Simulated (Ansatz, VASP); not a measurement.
# Cross-check of Sn2C between VASP and Ansatz, part 2 of 2

Aim: how closely do two programs agree when they are given the same cell, functional and k mesh? The cell is generated by rule, not measured, and may not be a known phase. The cell is taken from a series of runs on this material, whose earlier steps may have relaxed, scaled, displaced or heated it; both programs get it as it stands.

VASP 6.6.1 and Ansatz 0.2.0.

So far. Step 2 (VASP: single point, PBEsol, pair 1): The run ends at a pressure of -0.07 GPa, with forces up to 0.55 eV/Å. Step 3 (Ansatz: single point, PBEsol, pair 1): The run ends at a pressure of 0.00 GPa, with forces up to 0.56 eV/Å.

The structure was built from a prototype and need not be the compound's stable phase.

### 4. Comparison

Known differences besides the potentials themselves: the cutoff is 420 eV in Ansatz and 600 eV in VASP; Ansatz makes its cores anew for this functional, VASP keeps those of its PBE data sets. Total energies have different zeros and are not compared.

Compared:

```
      quantity  Ansatz   VASP  difference
pressure (GPa)    0.00  -0.07       +0.07
```

Forces on 7 of the 12 atoms, those with the largest forces and the largest differences (eV/Å; atoms numbered as in POSCAR):

```
atom          Ansatz x, y, z            VASP x, y, z
 Sn6   -0.371, 0.194, -0.371   -0.367, 0.194, -0.367
 Sn7   0.371, -0.194, -0.371   0.367, -0.194, -0.367
 Sn8    -0.371, 0.194, 0.371    -0.367, 0.194, 0.367
 Sn9  -0.371, -0.194, -0.371  -0.367, -0.194, -0.367
Sn10     0.371, 0.194, 0.371     0.367, 0.194, 0.367
Sn11   -0.371, -0.194, 0.371   -0.367, -0.194, 0.367
Sn12    0.371, 0.194, -0.371    0.367, 0.194, -0.367
```

The forces differ by 2.6 meV/Å r.m.s., which is 1.0 % of the r.m.s. force of 0.264 eV/Å (both taken over all components).

### 5. Ansatz: single point, PBEsol, pair 2

A single point gives forces, pressure and levels at one fixed geometry, so differences don't come from the geometry; what else differs is listed under the comparison.

The cell is taken from a series of runs on this material, whose earlier steps may have relaxed, scaled, displaced or heated it; both programs get it as it stands.

The input, input.yaml:

```yaml
crystal:
  lattice:
    - [5.0213021337, 5.0213021337, 0.0]
    - [5.0213021337, 0.0, 5.0213021337]
    - [5.0213021337, 0.0, -5.0213021337]
  atoms:
    - { symbol: C, position: [0.0438133365, -0.0219066682, -0.0219066682] }
    - { symbol: C, position: [-0.0438133365, 0.5219066682, 0.5219066682] }
    - { symbol: C, position: [0.5438133365, 0.2280933318, 0.7280933318] }
    - { symbol: C, position: [0.4561866635, 0.7719066682, 0.2719066682] }
    - { symbol: Sn, position: [0.2340218495, 0.152448116, 0.8829890752] }
    - { symbol: Sn, position: [0.2659781505, 0.597551884, 0.3670109248] }
    - { symbol: Sn, position: [0.7340218495, 0.1329890752, 0.902448116] }
    - { symbol: Sn, position: [0.7659781505, 0.6170109248, 0.347551884] }
    - { symbol: Sn, position: [0.2340218495, 0.6135300345, 0.8829890752] }
    - { symbol: Sn, position: [0.2659781505, 0.1364699655, 0.3670109248] }
    - { symbol: Sn, position: [0.7340218495, 0.1329890752, 0.3635300345] }
    - { symbol: Sn, position: [0.7659781505, 0.6170109248, 0.8864699655] }
kpoints:
  mp_grid: { grid: [8, 8, 8] }
hamiltonian:
  xc: pbesol
scf:
  occupations: { method: methfessel_paxton, width: 0.2 }
output:
  forces: true
  stress: true
  eigenvalues: true
```

The run is started by

```
ansatz run input.yaml --threads 8 --pin off --max-ram 14336MiB --backend cpu --events-out ev --progress --plain --runs-dir out
```

Numbers of over 12 decimals in the logs are rounded to 6 here.

Output:

```text
[...]
Crystal: 12 atoms, lattice volume = 253.209 Å³
Basis set: ecut = 420 eV, 4957 PW (Γ), exchange–correlation on 96×96×96 points (8 copies of the dense FFT grid, shifted against one another)
Bands: 77, of which v1, the nominal top of the filled ones, is band 64 counted from 1 (63 counted from 0)
Symmetry: 16 space group operations
[...]
k-points: 59 of 512
[...]
k-point 0: bands = [... 60 lower, 9.5709, 9.8490, 10.1023, 11.0319, 11.0319, 11.7399, 11.8080, 11.8620, ... 9 higher]
  k-point 1: bands = [... 60 lower, 9.5272, 9.7076, 10.6458, 10.8185, 10.8905, 11.3423, 11.5199, 11.6159, ... 9 higher]
  k-point 2: bands = [... 60 lower, 9.4046, 9.5389, 9.9821, 10.3642, 10.7179, 10.9673, 11.1007, 11.5991, ... 9 higher]
  k-point 58: bands = [... 60 lower, 8.8768, 8.8768, 9.9727, 9.9727, 10.4812, 10.4812, 10.8705, 10.8705, ... 9 higher]
[key lines of the parts left out:]
SCF converged after 8 iterations
Free energy (F): -48571.138840 eV
Fermi energy:    10.107584 eV
P = ⅓ Tr σ = 0.0764 GPa (0.764 kbar)
```

The run ends at a pressure of 0.08 GPa, with forces up to 0.66 eV/Å.

### 6. VASP: single point, PBEsol, pair 2

The same cell, functional, mesh and smearing now go to VASP, with its own data sets.

The input, INCAR:

```
SYSTEM = Sn2C
PREC = Accurate
ENCUT = 600
EDIFF = 1E-06
NELM = 120
ISMEAR = 1
SIGMA = 0.2
LREAL = .FALSE.
ALGO = Normal
GGA = PS
NBANDS = 79
LORBIT = 11
LWAVE = .FALSE.
LCHARG = .FALSE.
ISIF = 2
LASPH = .TRUE.
GGA_COMPAT = .FALSE.
KPAR = 2
```

The input, POSCAR:

```
Sn2C
1.0
    5.0213021337      5.0213021337      0.0000000000
    5.0213021337      0.0000000000      5.0213021337
    5.0213021337      0.0000000000     -5.0213021337
C Sn
4 8
Direct
    0.0438133366      0.9780933318      0.9780933318
    0.9561866636      0.5219066682      0.5219066682
    0.5438133366      0.2280933317      0.7280933317
    0.4561866636      0.7719066682      0.2719066682
    0.2340218496      0.1524481160      0.8829890752
    0.2659781506      0.5975518840      0.3670109247
    0.7340218496      0.1329890752      0.9024481160
    0.7659781506      0.6170109248      0.3475518840
    0.2340218496      0.6135300345      0.8829890752
    0.2659781506      0.1364699655      0.3670109247
    0.7340218496      0.1329890752      0.3635300345
    0.7659781506      0.6170109248      0.8864699655
```

The input, KPOINTS:

```
Automatic mesh
0
Gamma
8 8 8
0 0 0
```

PAW data sets: C and Sn_d (PBE family, release 64).

The run is started by

```
mpirun -np 2 vasp_std
```

Output:

```text
[banner, memory and clock lines left out]
running    2 mpi-ranks, on    1 nodes
[...]
[... a notice as in an earlier step ...]

 LDA part: xc-table for (Slater+PW92), standard interpolation
 POSCAR, INCAR and KPOINTS ok, starting setup
[...]
entering main loop
       N       E                     dE             d eps       ncg     rms          rms(c)
DAV:   1     0.173221396627E+04    0.17322E+04   -0.62840E+04 10180   0.271E+03
DAV:   2     0.293221331075E+03   -0.14390E+04   -0.13939E+04  9322   0.800E+02
DAV:   3    -0.292393620655E+02   -0.32246E+03   -0.30838E+03  9884   0.267E+02
DAV:   4    -0.637343080445E+02   -0.34495E+02   -0.32929E+02 11124   0.842E+01
[...]
DAV:  13    -0.588109962157E+02   -0.30844E-05   -0.25158E-05  8357   0.154E-02    0.947E-03
DAV:  14    -0.588109949566E+02    0.12591E-05   -0.12167E-06  6370   0.595E-03    0.578E-03
DAV:  15    -0.588109942269E+02    0.72974E-06   -0.49204E-06  8294   0.630E-03
   1 F= -.58810994E+02 E0= -.58812960E+02  d E =0.589757E-02
```

Parts of OUTCAR (step 6):

```text
  Total        2.4871927     -4.8949368      2.4871927      0.0000000      0.0000000      0.0000000
  in kB       15.7376888    -30.9726675     15.7376888      0.0000000      0.0000000      0.0000000
  external PRESSURE =       0.1675700 kB  Pullay stress =       0.0000000 kB

 POSITION                                       TOTAL-FORCE (eV/Angst)
 -----------------------------------------------------------------------------------
     10.04260      0.22000      0.00000         0.000000     -0.266120      0.000000
     10.04260      4.80130      0.00000        -0.000000      0.266120      0.000000
      7.53195      2.73065     -2.51065         0.000000     -0.266120      0.000000
      7.53195      2.29065      2.51065        -0.000000      0.266120      0.000000
      6.37434      1.17509     -3.66827         0.439816     -0.204597      0.439816
      6.17892      1.33556      1.15762        -0.439816      0.204597     -0.439816
      8.88499      3.68575     -3.86369         0.439816     -0.204597     -0.439816
      8.68957      3.84621      1.35304        -0.439816      0.204597      0.439816
      8.68957      1.17509     -1.35304        -0.439816     -0.204597     -0.439816
      3.86369      1.33556     -1.15762         0.439816      0.204597      0.439816
      6.17892      3.68575     -1.15762        -0.439816     -0.204597      0.439816
     11.39564      3.84621     -1.35304         0.439816      0.204597     -0.439816
 -----------------------------------------------------------------------------------
    total drift:                                0.000002      0.000000     -0.000001

  FREE ENERGIE OF THE ION-ELECTRON SYSTEM (eV)
  ---------------------------------------------------
  free  energy   TOTEN  =       -58.8109942269 eV

  energy  without entropy=      -58.8168917995  energy(sigma->0) =      -58.81296008

[... 2 parts as in an earlier step ...]

[... 1 further part left out ...]
[key lines of the parts left out:]
E-fermi :   7.4194
```

The run ends at a pressure of 0.02 GPa, with forces up to 0.65 eV/Å.

### 7. Differences

Compared:

```
      quantity  Ansatz  VASP  difference
pressure (GPa)    0.08  0.02       +0.06
```

Forces on 7 of the 12 atoms, those with the largest forces and the largest differences (eV/Å; atoms numbered as in POSCAR):

```
atom          Ansatz x, y, z            VASP x, y, z
 Sn5    0.445, -0.203, 0.445    0.440, -0.205, 0.440
 Sn7   0.445, -0.203, -0.445   0.440, -0.205, -0.440
 Sn8    -0.445, 0.203, 0.445    -0.440, 0.205, 0.440
 Sn9  -0.445, -0.203, -0.445  -0.440, -0.205, -0.440
Sn10     0.445, 0.203, 0.445     0.440, 0.205, 0.440
Sn11   -0.445, -0.203, 0.445   -0.440, -0.205, 0.440
Sn12    0.445, 0.203, -0.445    0.440, 0.205, -0.440
```

The forces differ by 3.6 meV/Å r.m.s., which is 1.1 % of the r.m.s. force of 0.321 eV/Å (both taken over all components).

### 8. Ansatz: single point, PBEsol, pair 3

With cell and atoms fixed, the geometry can't cause a difference; cores, projectors, grids and the points listed under the comparison can.

The cell is taken from a series of runs on this material, whose earlier steps may have relaxed, scaled, displaced or heated it; both programs get it as it stands.

The input, input.yaml:

```yaml
crystal:
  lattice:
    - [5.0213021337, 5.0213021337, 0.0]
    - [5.0213021337, 0.0, 5.0213021337]
    - [5.0213021337, 0.0, -5.0213021337]
  atoms:
    - { symbol: C, position: [0.0637284894, -0.0318642447, -0.0318642447] }
    - { symbol: C, position: [-0.0637284894, 0.5318642447, 0.5318642447] }
    - { symbol: C, position: [0.5637284894, 0.2181357553, 0.7181357553] }
    - { symbol: C, position: [0.4362715106, 0.7818642447, 0.2818642447] }
    - { symbol: Sn, position: [0.2267590538, 0.1649245323, 0.8866204731] }
    - { symbol: Sn, position: [0.2732409462, 0.5850754677, 0.3633795269] }
    - { symbol: Sn, position: [0.7267590538, 0.1366204731, 0.9149245323] }
    - { symbol: Sn, position: [0.7732409462, 0.6133795269, 0.3350754677] }
    - { symbol: Sn, position: [0.2267590538, 0.6083164138, 0.8866204731] }
    - { symbol: Sn, position: [0.2732409462, 0.1416835862, 0.3633795269] }
    - { symbol: Sn, position: [0.7267590538, 0.1366204731, 0.3583164138] }
    - { symbol: Sn, position: [0.7732409462, 0.6133795269, 0.8916835862] }
kpoints:
  mp_grid: { grid: [8, 8, 8] }
hamiltonian:
  xc: pbesol
scf:
  occupations: { method: methfessel_paxton, width: 0.2 }
output:
  forces: true
  stress: true
  eigenvalues: true
```

The run is started by

```
ansatz run input.yaml --threads 8 --pin off --max-ram 14336MiB --backend cpu --events-out ev --progress --plain --runs-dir out
```

Output:

```text
[...]
Crystal: 12 atoms, lattice volume = 253.209 Å³
Basis set: ecut = 420 eV, 4957 PW (Γ), exchange–correlation on 96×96×96 points (8 copies of the dense FFT grid, shifted against one another)
Bands: 77, of which v1, the nominal top of the filled ones, is band 64 counted from 1 (63 counted from 0)
Symmetry: 16 space group operations
[...]
k-points: 59 of 512
[...]
k-point 0: bands = [... 60 lower, 9.5317, 10.0467, 10.0513, 10.8363, 10.8363, 11.5280, 11.9224, 12.0274, ... 9 higher]
  k-point 1: bands = [... 60 lower, 9.4912, 9.8179, 10.4189, 10.6961, 10.7730, 11.3800, 11.4595, 11.6950, ... 9 higher]
  k-point 2: bands = [... 60 lower, 9.3821, 9.5820, 9.7809, 10.2306, 10.8048, 10.9846, 11.1031, 11.7263, ... 9 higher]
  k-point 58: bands = [... 60 lower, 8.7337, 8.7337, 10.0761, 10.0761, 10.3146, 10.3146, 10.6407, 10.6407, ... 9 higher]
[key lines of the parts left out:]
SCF converged after 8 iterations
Free energy (F): -48571.295231 eV
Fermi energy:    10.191996 eV
P = ⅓ Tr σ = 0.3512 GPa (3.512 kbar)
```

The run ends at a pressure of 0.35 GPa, with forces up to 0.58 eV/Å.

### 9. VASP: single point, PBEsol, pair 3

The same cell, functional, mesh and smearing now go to VASP, with its own data sets.

INCAR is that of step 6.

The input, POSCAR:

```
Sn2C
1.0
    5.0213021337      5.0213021337      0.0000000000
    5.0213021337      0.0000000000      5.0213021337
    5.0213021337      0.0000000000     -5.0213021337
C Sn
4 8
Direct
    0.0637284894      0.9681357553      0.9681357553
    0.9362715106      0.5318642447      0.5318642447
    0.5637284894      0.2181357553      0.7181357553
    0.4362715106      0.7818642447      0.2818642447
    0.2267590538      0.1649245323      0.8866204731
    0.2732409462      0.5850754676      0.3633795269
    0.7267590538      0.1366204731      0.9149245324
    0.7732409462      0.6133795269      0.3350754676
    0.2267590538      0.6083164138      0.8866204731
    0.2732409462      0.1416835861      0.3633795269
    0.7267590538      0.1366204731      0.3583164138
    0.7732409462      0.6133795269      0.8916835861
```

KPOINTS is that of step 6.

The run is started by

```
mpirun -np 2 vasp_std
```

Output:

```text
[... set-up lines as in an earlier step ...]
 entering main loop
       N       E                     dE             d eps       ncg     rms          rms(c)
DAV:   1     0.172960054676E+04    0.17296E+04   -0.62766E+04 10162   0.270E+03
DAV:   2     0.292976246938E+03   -0.14366E+04   -0.13921E+04  9322   0.800E+02
DAV:   3    -0.295882569860E+02   -0.32256E+03   -0.30727E+03  9927   0.267E+02
DAV:   4    -0.640008418550E+02   -0.34413E+02   -0.32983E+02 11276   0.838E+01
[...]
DAV:  12    -0.589666817366E+02    0.48130E-04   -0.26166E-04 12059   0.550E-02    0.158E-02
DAV:  13    -0.589666813402E+02    0.39633E-06   -0.36456E-05  9511   0.236E-02    0.821E-03
DAV:  14    -0.589666811834E+02    0.15682E-06   -0.24951E-06  7848   0.617E-03
   1 F= -.58966681E+02 E0= -.58962965E+02  d E =-.111478E-01
```

From OUTCAR (step 9):

```text
  Total        4.6364975     -7.7866052      4.6364975      0.0000000     -0.0000000      0.0000000
  in kB       29.3373956    -49.2696729     29.3373956      0.0000000     -0.0000000      0.0000000
  external PRESSURE =       3.1350394 kB  Pullay stress =       0.0000000 kB

 POSITION                                       TOTAL-FORCE (eV/Angst)
 -----------------------------------------------------------------------------------
     10.04260      0.32000      0.00000         0.000000     -0.573244     -0.000000
     10.04260      4.70130      0.00000        -0.000000      0.573244     -0.000000
      7.53195      2.83065     -2.51065         0.000000     -0.573244     -0.000000
      7.53195      2.19065      2.51065        -0.000000      0.573244     -0.000000
      6.41875      1.13863     -3.62385         0.321443     -0.034890      0.321443
      6.13450      1.37203      1.11320        -0.321443      0.034890     -0.321443
      8.92940      3.64928     -3.90810         0.321443     -0.034890     -0.321443
      8.64516      3.88268      1.39745        -0.321443      0.034890      0.321443
      8.64516      1.13863     -1.39745        -0.321443     -0.034890     -0.321443
      3.90810      1.37203     -1.11320         0.321443      0.034890      0.321443
      6.13450      3.64928     -1.11320        -0.321443     -0.034890      0.321443
     11.44005      3.88268     -1.39745         0.321443      0.034890     -0.321443
 -----------------------------------------------------------------------------------
    total drift:                                0.000001      0.000000      0.000000

  FREE ENERGIE OF THE ION-ELECTRON SYSTEM (eV)
  ---------------------------------------------------
  free  energy   TOTEN  =       -58.9666811834 eV

  energy  without entropy=      -58.9555333478  energy(sigma->0) =      -58.96296524

[... 2 parts as in an earlier step ...]

[... 1 further part left out ...]
[key lines of the parts left out:]
E-fermi :   7.5036
```

The run ends at a pressure of 0.31 GPa, with forces up to 0.57 eV/Å.

### 10. Side by side

Both answers:

```
      quantity  Ansatz  VASP  difference
pressure (GPa)    0.35  0.31       +0.04
```

Forces on 7 of the 12 atoms, those with the largest forces and the largest differences (eV/Å; atoms numbered as in POSCAR):

```
atom          Ansatz x, y, z            VASP x, y, z
  C1    0.000, -0.581, 0.000    0.000, -0.573, 0.000
  C2     0.000, 0.581, 0.000     0.000, 0.573, 0.000
  C3    0.000, -0.581, 0.000    0.000, -0.573, 0.000
  C4     0.000, 0.581, 0.000     0.000, 0.573, 0.000
 Sn6   -0.327, 0.033, -0.327   -0.321, 0.035, -0.321
 Sn7   0.327, -0.033, -0.327   0.321, -0.035, -0.321
 Sn9  -0.327, -0.033, -0.327  -0.321, -0.035, -0.321
```

The forces differ by 4.6 meV/Å r.m.s., which is 1.6 % of the r.m.s. force of 0.288 eV/Å (both taken over all components).

### 11. Summary of results

* r.m.s. force difference (single point, PBEsol, pair 1): 0.99 % of the r.m.s. force
* r.m.s. force difference (single point, PBEsol, pair 2): 1.1 % of the r.m.s. force
* r.m.s. force difference (single point, PBEsol, pair 3): 1.6 % of the r.m.s. force

The r.m.s. force difference is 1.6 % of the r.m.s. force (single point, PBEsol, pair 3), within the 3 % picked in this series as the mark of a large difference. 1 further run of this series is not shown here. How closely two codes agree says nothing of how well the functional describes the real material.

[Lines on the potential files, build, host, timing and source positions are cut from VASP's logs without a mark.]

[Logs are printed without paths, hosts, clocks, repeated set-up lines and the standing remarks that a program may print on its own settings, such as how far it seeks lower states.]

[Hosts, paths, dates, database ids (printed as entryN), source tags and the programs' standing remarks are cut or masked in the printed files.]
